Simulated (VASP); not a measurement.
Energy against volume of TiCo (CsCl type). Method: PW91 GGA, VASP's PBE PAW potentials (set 64) (plane waves; VASP). Run with 520 eV cut-off, 12×12×12 Γ-centred mesh, first-order Methfessel-Paxton smearing of 0.10 eV, potentials Ti_sv Co.

```json
[
 {"V (Å³/atom)": "12.300", "E (eV/atom)": "-7.77327"},
 {"V (Å³/atom)": "12.693", "E (eV/atom)": "-7.79495"},
 {"V (Å³/atom)": "13.085", "E (eV/atom)": "-7.80150"},
 {"V (Å³/atom)": "13.478", "E (eV/atom)": "-7.79506"}
]
```

Fit these four points and predict the energy of the run at 13.871 Å³/atom.

A cubic in V^(−2/3), the third-order Birch-Murnaghan form, passes through the four points with V0 = 13.08 Å³/atom and B0 = 177 GPa, and gives -7.7774 eV/atom there. The run gave -7.7775 eV/atom, -0.1 meV/atom from the fit; all five points give B0 = 177 GPa.

The compound is TiCo in the CsCl type structure. It was relaxed first. The run is not spin-polarised, so no magnetic state was tried.
